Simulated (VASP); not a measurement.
Method: PBE GGA, VASP's PBE PAW potentials (set 64) (plane waves; VASP 6.6.1).

VASP ran on this input.

**KPOINTS**
```
Automatic mesh
0
gamma
  3 3 3
0 0 0
```

INCAR:
```
PREC=Accurate
GGA=PE   ! PBE
EDIFF=1E-6
ENCUT=300   ! plane-wave cut-off (eV)
ISIF=2
LREAL=F   ! projection in real space or not
SIGMA=0.2   ! width (eV)
ALGO=Normal   ! blocked Davidson
LCHARG=F
ISMEAR=0
NELM=100   ! most electronic steps
LMAXMIX=4
SYSTEM=SbMo
LWAVE=F
LASPH=T   ! aspherical one-centre terms
```

POSCAR:
```
SbMo
1
    5.6608710000     0.0000000000     0.0000000000
   -2.8304360000     4.9024580000     0.0000000000
    0.0000000000     0.0000000000     4.5678370000
Mo Sb
3 3
Direct
  0.5000000000   0.0000000000   0.0000000000
  0.5000000000   0.5000000000   0.0000000000
  0.0000000000   0.5000000000   0.0000000000
  0.0000000000   0.0000000000   0.0000000000
  0.3333330000   0.6666670000   0.5000000000
  0.6666670000   0.3333330000   0.5000000000
```

POTCAR, in this order: Mo_sv Sb (PBE.64 set). Program: vasp_std.

Output

File OUTCAR:
```
 ion  position               nearest neighbor table
   1  0.500  0.000  0.000-   5 2.81   6 2.81   5 2.81   6 2.81   3 2.83   3 2.83   4 2.83   4 2.83
                             2 2.83   2 2.83
   2  0.500  0.500  0.000-   5 2.81   6 2.81   5 2.81   6 2.81   4 2.83   4 2.83   3 2.83   3 2.83
                             1 2.83   1 2.83
   3  0.000  0.500  0.000-   5 2.81   6 2.81   5 2.81   6 2.81   1 2.83   1 2.83   2 2.83   2 2.83
                             4 2.83   4 2.83
   4  0.000  0.000  0.000-   2 2.83   2 2.83   1 2.83   1 2.83   3 2.83   3 2.83
   5  0.333  0.667  0.500-   3 2.81   3 2.81   1 2.81   1 2.81   2 2.81   2 2.81   6 3.27   6 3.27
                             6 3.27
   6  0.667  0.333  0.500-   3 2.81   3 2.81   1 2.81   1 2.81   2 2.81   2 2.81   5 3.27   5 3.27
                             5 3.27
  LATTYP: Found a hexagonal cell.
 ALAT       =     5.6608710000
 C/A-ratio  =     0.8069141657
 Subroutine PRICEL returns:
 Original cell was already a primitive cell.
 Subroutine GETGRP returns: Found 24 space group operations
The static configuration has the point symmetry D_6h.
The dynamic configuration has the point symmetry D_6h.
 Subroutine INISYM returns: Found 24 space group operations
 Subroutine IBZKPT returns following result:
 Found      6 irreducible k-points:

 Following reciprocal coordinates:
            Coordinates               Weight
  0.000000  0.000000  0.000000      1.000000
  0.333333 -0.000000  0.000000      6.000000
  0.333333  0.333333  0.000000      2.000000
  0.000000  0.000000  0.333333      2.000000
  0.333333 -0.000000  0.333333     12.000000
  0.333333  0.333333  0.333333      4.000000
   k-points           NKPTS =      6   k-points in BZ     NKDIM =      6   number of bands    NBANDS=     34
   number of dos      NEDOS =    301   number of ions     NIONS =      6
   total plane-waves  NPLWV =  28672
   dimension x,y,z NGX =    32 NGY =   32 NGZ =   28
   dimension x,y,z NGXF=    64 NGYF=   64 NGZF=   56
   ions per type =               3   3
   PREC   = accura    normal or accurate (medium, high low for compatibility)
   ISTART =      0    job   : 0-new  1-cont  2-samecut
...
```

File OSZICAR:
```
       N       E                     dE             d eps       ncg     rms          rms(c)
DAV:   1     0.379567093938E+03    0.37957E+03   -0.24514E+04   544   0.997E+02
DAV:   2    -0.257229126981E+02   -0.40529E+03   -0.39988E+03   484   0.336E+02
DAV:   3    -0.443512069021E+02   -0.18628E+02   -0.18169E+02   520   0.619E+01
DAV:   4    -0.450116719216E+02   -0.66047E+00   -0.62413E+00   582   0.105E+01
DAV:   5    -0.450347478360E+02   -0.23076E-01   -0.22608E-01   542   0.135E+00    0.216E+01
DAV:   6    -0.439252352167E+02    0.11095E+01   -0.36714E+00   488   0.108E+01    0.774E+00
DAV:   7    -0.436681490728E+02    0.25709E+00   -0.15590E+00   526   0.324E+00    0.389E+00
DAV:   8    -0.435959487315E+02    0.72200E-01   -0.39603E-01   500   0.296E+00    0.799E-01
DAV:   9    -0.435939359266E+02    0.20128E-02   -0.13649E-02   512   0.620E-01    0.339E-01
DAV:  10    -0.435940826140E+02   -0.14669E-03   -0.12356E-03   522   0.230E-01    0.129E-01
DAV:  11    -0.435941364720E+02   -0.53858E-04   -0.13104E-04   544   0.583E-02    0.279E-02
DAV:  12    -0.435941488081E+02   -0.12336E-04   -0.25376E-05   500   0.225E-02    0.716E-03
DAV:  13    -0.435941476440E+02    0.11641E-05   -0.22373E-06   352   0.778E-03    0.206E-03
DAV:  14    -0.435941479686E+02   -0.32460E-06   -0.56311E-07   274   0.350E-03
   1 F= -.43594148E+02 E0= -.43543326E+02  d E =-.101645E+00
```

OUTCAR:
```
------------------------ aborting loop because EDIFF is reached ----------------------------------------
  FORCE on cell =-STRESS in cart. coord.  units (eV):
  Direction    XX          YY          ZZ          XY          YZ          ZX
  --------------------------------------------------------------------------------------
  Total        1.7547915      1.7547914      1.0790344     -0.0000002     -0.0000000      0.0000000
  in kB       22.1783058     22.1783050     13.6376063     -0.0000023     -0.0000000      0.0000000
  external PRESSURE =      19.3314057 kB  Pullay stress =       0.0000000 kB
  volume of cell :      126.77
      direct lattice vectors                 reciprocal lattice vectors
     5.660871000  0.000000000  0.000000000     0.176651261  0.101989673  0.000000000
    -2.830436000  4.902458000  0.000000000     0.000000000  0.203979310  0.000000000
     0.000000000  0.000000000  4.567837000     0.000000000  0.000000000  0.218921997
 POSITION                                       TOTAL-FORCE (eV/Angst)
 -----------------------------------------------------------------------------------
      2.83044      0.00000      0.00000         0.000000      0.000000      0.000000
      1.41522      2.45123      0.00000         0.000000      0.000000      0.000000
     -1.41522      2.45123      0.00000         0.000000      0.000000      0.000000
      0.00000      0.00000      0.00000         0.000000      0.000000      0.000000
     -0.00000      3.26831      2.28392         0.000000     -0.000000      0.000000
      2.83044      1.63415      2.28392        -0.000000      0.000000      0.000000
 -----------------------------------------------------------------------------------
    total drift:                               -0.000000      0.000000     -0.000000
  FREE ENERGIE OF THE ION-ELECTRON SYSTEM (eV)
  ---------------------------------------------------
  free  energy   TOTEN  =       -43.5941479686 eV

  energy  without entropy=      -43.4925032292  energy(sigma->0) =      -43.54332560
```
(Selected blocks of OUTCAR.)

At this cut-off the stress carries a Pulay error, which pulls relaxed volumes low.

The structure was generated: SbMo was put into an ordered model structure, which need not be its known phase. The cell was not relaxed at this level. The k-mesh is coarse (spacing up to 0.46 per Å, 2π included), so the numbers may not be converged in it. The electron count is odd and the run is not spin-polarised, which forces a metal.
